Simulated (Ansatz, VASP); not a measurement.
# Cross-check of TaN between VASP and Ansatz, part 2 of 2

Wanted: the spread between two codes on one cell, functional and k mesh. The cell is a member of a volume series, scaled by 0.96 from a relaxed one, so a pressure remains.

VASP 6.6.1 and Ansatz 0.2.0.

So far: Starting point; VASP: zone-centre phonons, LDA, volume scaled by 0.96; Ansatz: zone-centre phonons, LDA, volume scaled by 0.96; Side by side.

## (5) VASP: zone-centre phonons, LDA, volume scaled by 0.98

Level of this step: LDA; plane waves and PAW (Ta_pv, N) (VASP).

Second derivatives magnify differences that forces hide, and they need a tight electronic threshold. The cell compared in this pair holds 20.25 Å³, against 19.84 Å³ for the pair before.

INCAR

```
SYSTEM = TaN
PREC = Accurate
ENCUT = 560
EDIFF = 1E-08
NELM = 100
ISMEAR = 1
SIGMA = 0.15
LREAL = .FALSE.
ALGO = Normal
GGA = CA
NBANDS = 14
LASPH = .TRUE.
LORBIT = 11
LWAVE = .FALSE.
LCHARG = .FALSE.
KPAR = 4
IBRION = 8
ISIF = 2
```

POSCAR

```
TaN
1.0
    0.0000000000      2.1633528983      2.1633528983
    2.1633528983      0.0000000000      2.1633528983
    2.1633528983      2.1633528983      0.0000000000
Ta N
1 1
Direct
    0.5000000000      0.5000000000      0.5000000000
    0.0000000000      0.0000000000      0.0000000000
```

KPOINTS

```
Automatic mesh
0
Gamma
20 20 20
0 0 0
```

PAW data sets: Ta_pv and N (LDA family, release 64).

Launch:

```sh
$ mpirun -np 4 vasp_std
```

Numbers of over 12 decimals in the logs are rounded to 6 here.

Log:

```text
[... set-up lines as in an earlier step ...]
 entering main loop
       N       E                     dE             d eps       ncg     rms          rms(c)
DAV:   1     0.890226993459E+02    0.89023E+02   -0.93628E+03  7168   0.129E+03
DAV:   2    -0.242701770361E+02   -0.11329E+03   -0.10684E+03  8866   0.318E+02
DAV:   3    -0.271623512858E+02   -0.28922E+01   -0.28630E+01  8026   0.460E+01
DAV:   4    -0.271753119413E+02   -0.12961E-01   -0.12955E-01  8784   0.326E+00
[...]
DAV:  12    -0.241409186746E+02    0.30206E-06   -0.27224E-06  9052   0.156E-02    0.368E-03
DAV:  13    -0.241409186591E+02    0.15493E-07   -0.77758E-08  8326   0.259E-03    0.994E-04
DAV:  14    -0.241409186580E+02    0.10616E-08   -0.27422E-09  5804   0.571E-04
   1 F= -.24140919E+02 E0= -.24141025E+02  d E =0.318974E-03
 Linear response reoptimize wavefunctions to high precision
DAV:   1    -0.241409186577E+02    0.35266E-09   -0.67166E-10  5732   0.266E-04
DAV:   2    -0.241409186577E+02   -0.75033E-11   -0.90643E-11  4418   0.872E-05
 Linear response DOF=           2
 Linear response progress:
[...]
RMM:  11    -0.161407577473E+00   -0.44379E-07   -0.11110E-07 38743   0.860E-05    0.488E-06
RMM:  12    -0.161407560650E+00    0.16824E-07   -0.63943E-08 34956   0.438E-05    0.105E-06
RMM:  13    -0.161407565195E+00   -0.45450E-08   -0.39871E-08 31705   0.225E-05    0.110E-06
 first order change of Fermi-energy   0.39763E-03
 force on displaced ion       1 direction 1 :  -9.599   0.000   0.000
 Linear response progress:
  Degree of freedom:   2/  2
       N       E                     dE             d eps       ncg     rms          rms(c)
RMM:   1    -0.233180180161E+00   -0.23318E+00    0.15608E-01 38238   0.300E+00
RMM:   2    -0.229434519633E+00    0.37457E-02   -0.42440E-03 30506   0.493E-01    0.162E-01
RMM:   3    -0.230295987600E+00   -0.86147E-03   -0.94423E-04 27396   0.189E-01    0.816E-02
RMM:   4    -0.231680687766E+00   -0.13847E-02   -0.48447E-04 27829   0.132E-01    0.221E-02
[...]
RMM:  11    -0.231780921557E+00   -0.21652E-07   -0.47068E-09 33230   0.224E-05    0.644E-06
RMM:  12    -0.231780952192E+00   -0.30636E-07   -0.57257E-10 32534   0.832E-06    0.198E-06
RMM:  13    -0.231780951484E+00    0.70882E-09   -0.93205E-10 20454   0.321E-06    0.119E-06
 first order change of Fermi-energy  -0.15465E-03
 force on displaced ion       2 direction 1 :  -9.595   0.000   0.000
 Linear response finished
```

OUTCAR, selected parts (step 5):

```text
  Total        1.0050815      1.0050815      1.0050815      0.0000000     -0.0000000      0.0000000
  in kB       79.5242825     79.5242825     79.5242825      0.0000000     -0.0000000      0.0000000
  external PRESSURE =      79.5242825 kB  Pullay stress =       0.0000000 kB

 POSITION                                       TOTAL-FORCE (eV/Angst)
 -----------------------------------------------------------------------------------
      2.16335      2.16335      2.16335        -0.000000      0.000000     -0.000000
      0.00000      0.00000      0.00000         0.000000      0.000000      0.000000
 -----------------------------------------------------------------------------------
    total drift:                                0.000000     -0.000000     -0.000000

[... 1 part as in an earlier step ...]

[... 1 further part left out ...]
```

## (6) Ansatz: zone-centre phonons, LDA, volume scaled by 0.98

The same cell, functional (in two slightly different forms), mesh and smearing now go to Ansatz, which takes its cutoff from its data sets.

The cell is a member of a volume series, scaled by 0.98 from a relaxed one, so a pressure remains.

input.yaml

```yaml
crystal:
  lattice:
    - [0.0, 2.1633528983, 2.1633528983]
    - [2.1633528983, 0.0, 2.1633528983]
    - [2.1633528983, 2.1633528983, 0.0]
  atoms:
    - { symbol: Ta, position: [0.5, 0.5, 0.5] }
    - { symbol: "N", position: [0.0, 0.0, 0.0] }
hamiltonian:
  xc: lda
  pseudopotentials: { kind: paw }
kpoints:
  mp_grid: { grid: [20, 20, 20] }
scf:
  occupations: { method: methfessel_paxton, width: 0.15 }
phonons:
  method: dfpt
  qpoints: [[0, 0, 0]]
```

Launch:

```sh
$ ansatz run input.yaml --threads 4 --pin off --max-ram 9216MiB --backend cpu --events-out ev --progress --plain --runs-dir out
```

Log:

```text
[...]
Crystal: 2 atoms, lattice volume = 20.249 Å³
Basis set: ecut = 420 eV, 411 PW (Γ), exchange–correlation on 48×48×48 points (8 copies of the dense FFT grid, shifted against one another)
Bands: 13, of which v1, the nominal top of the filled ones, is band 9 counted from 1 (8 counted from 0)
Symmetry: 48 space group operations
k-points: 641 of 8000 (irreducible under 8 space group operations, time reversal used)
[...]
k-point 640: bands = [... 5 lower, 14.7378, 15.5633, 15.5633, 22.2802, 22.2802, 26.3180, 27.0076, 27.3257, ... 4 higher]
[...]
ASR residual: 3.422e-5 → 0.000e0 eV/Å²; symmetrization residual: 4.713e-7 eV/Å²
  ASR residual per site (eV/Å²): 1.56e-5 3.42e-5
  Γ frequencies (cm⁻¹): 0.00 0.00 0.00 444.81 444.81 444.81
[...]
--- Phonons (arbitrary-q DFPT): 1 explicit q-point ---
[...]
[key lines of the parts left out:]
SCF converged after 7 iterations
Free energy (F): -10058.702627 eV
Fermi energy:    22.467383 eV
```

Run time: 17 s. Hardware: 4 threads of Arm Neoverse V1, shared host; peak memory 0.79 GiB; 62 s of CPU time.

## (7) Side by side

Both answers:

```csv
quantity,Ansatz,VASP,difference
optical mode 1 to 3 (cm⁻¹),444.8,448.1,-0.73 %
```

Modes are paired by rising frequency and degeneracy, not by their patterns, so a pair may still set unlike modes beside each other.

## (8) Results

```yaml
r_m_s_difference_of_the_optical_zone_centre_modes_each_program_s_sorted_by_frequency_zone_centre_phonons_lda_volume_scaled_by_0p96: 3.4 cm⁻¹
difference_in_optical_mode_1_to_3_zone_centre_phonons_lda_volume_scaled_by_0p96: -0.7 %
r_m_s_difference_of_the_optical_zone_centre_modes_each_program_s_sorted_by_frequency_zone_centre_phonons_lda_volume_scaled_by_0p98: 3.3 cm⁻¹
difference_in_optical_mode_1_to_3_zone_centre_phonons_lda_volume_scaled_by_0p98: -0.7 %
```

The r.m.s. difference of the optical zone-centre modes, each program's sorted by frequency is 3.4 cm⁻¹ (zone-centre phonons, LDA, volume scaled by 0.96). Among the rows given in per cent, the largest difference of the zone-centre phonons, LDA, volume scaled by 0.96 pair is in optical mode 1 to 3, -0.7 %. Among the rows given in per cent, the largest difference of the zone-centre phonons, LDA, volume scaled by 0.98 pair is in optical mode 1 to 3, -0.7 %. How closely two codes agree says nothing of how well the functional describes the real material.

[Lines on the potential files, build, host, timing and source positions are cut from VASP's logs without a mark.]

[Logs are printed without paths, hosts, clocks, repeated set-up lines and the standing remarks that a program may print on its own settings, such as how far it seeks lower states.]

[Hosts, paths, dates, database ids (printed as entryN), source tags and the programs' standing remarks are cut or masked in the printed files.]
